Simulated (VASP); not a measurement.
Consider the following.

```
CELL_PARAMETERS angstrom
      2.75692     1.59171     4.86814
     -2.75692     1.59171     4.86814
      0.00000    -3.18341     4.86814
ATOMIC_POSITIONS crystal
  Bi 0.36595 0.36595 0.36595
  Bi 0.63405 0.63405 0.63405
  O  0.19070 0.55842 0.98736
  O  0.98736 0.19070 0.55842
  O  0.55842 0.98736 0.19070
  O  0.80930 0.44158 0.01264
  O  0.01264 0.80930 0.44158
  O  0.44158 0.01264 0.80930
  Fe 0.14700 0.14700 0.14700
  Fe 0.85300 0.85300 0.85300
```
Starting moments (μB, in the order of the record's atoms Bi Bi O O O O O O Fe Fe): 0.1 0.1 0.2 0.2 0.2 0.2 0.2 0.2 3.9 3.9.

Calculation: PBEsol GGA, VASP's PBE PAW potentials (set 64) (plane waves; VASP 6.6.1). Settings: 520 eV cut-off, Gaussian smearing of 0.050 eV, potentials Bi_d O Fe.

The moments were started parallel, and other spin orders were not tried in this run. Unless said otherwise, spin-orbit coupling is left out, though it shifts the bands of the heavy elements here.

**Question.** Give the spin-up energies of bands 35 to 48 at the high-symmetry points, in eV from the valence-band maximum.

**Answer.** 
| band | Γ | T | H2 | L | S0 | F |
|---|---|---|---|---|---|---|
| 35 | -3.33 | -3.27 | -3.11 | -3.10 | -3.17 | -3.44 |
| 36 | -2.41 | -3.27 | -3.09 | -2.91 | -3.00 | -3.09 |
| 37 | -2.26 | -2.98 | -2.94 | -2.61 | -2.89 | -2.86 |
| 38 | -2.26 | -2.98 | -2.49 | -2.56 | -2.71 | -2.63 |
| 39 | -2.21 | -2.38 | -2.42 | -2.25 | -2.42 | -2.42 |
| 40 | -2.21 | -2.38 | -2.16 | -2.03 | -2.08 | -2.34 |
| 41 | -2.10 | -1.01 | -1.69 | -1.56 | -1.65 | -1.76 |
| 42 | -1.19 | -1.01 | -1.31 | -1.48 | -1.22 | -1.16 |
| 43 | -1.00 | -0.75 | -0.99 | -1.21 | -1.06 | -0.91 |
| 44 | -1.00 | -0.66 | -0.59 | -0.94 | -0.59 | -0.51 |
| 45 | -0.25 | -0.41 | -0.41 | -0.43 | -0.49 | -0.41 |
| 46 | -0.25 | -0.41 | -0.19 | -0.33 | -0.18 | -0.22 |
| 47 | 3.52 | 1.37 | 2.37 | 2.70 | 2.38 | 2.54 |
| 48 | 3.72 | 4.23 | 3.03 | 2.74 | 3.05 | 3.22 |

**Question.** Give the spin-down energies of bands 35 to 48 at the high-symmetry points, in eV from the valence-band maximum.

**Answer.** 
| band | Γ | T | H2 | L | S0 | F |
|---|---|---|---|---|---|---|
| 35 | -2.02 | -0.95 | -1.43 | -1.56 | -1.59 | -1.57 |
| 36 | -0.75 | -0.85 | -1.15 | -1.19 | -1.28 | -1.35 |
| 37 | 0.31 | 0.55 | 0.32 | 0.22 | 0.30 | 0.39 |
| 38 | 0.57 | 0.55 | 0.37 | 0.27 | 0.38 | 0.41 |
| 39 | 0.57 | 0.62 | 0.56 | 0.62 | 0.56 | 0.48 |
| 40 | 0.57 | 0.62 | 0.60 | 0.71 | 0.59 | 0.62 |
| 41 | 0.60 | 0.85 | 0.75 | 0.89 | 0.81 | 0.84 |
| 42 | 0.60 | 0.86 | 1.28 | 1.21 | 1.26 | 1.12 |
| 43 | 1.74 | 1.63 | 1.47 | 1.31 | 1.55 | 1.66 |
| 44 | 1.74 | 1.63 | 1.66 | 1.34 | 1.63 | 1.82 |
| 45 | 2.38 | 1.64 | 1.89 | 2.02 | 1.86 | 1.86 |
| 46 | 2.38 | 2.23 | 2.37 | 2.03 | 2.43 | 2.33 |
| 47 | 3.86 | 2.23 | 2.89 | 3.27 | 2.79 | 2.96 |
| 48 | 4.02 | 4.64 | 3.50 | 3.44 | 3.50 | 3.60 |

The gap is indirect, 0.22 eV, from the valence maximum at T-H2 at 0.55 to the conduction minimum at L.

The structure was generated: FeBiO3 was put into the ilmenite type (R-3), which need not be its known phase. It was relaxed first.
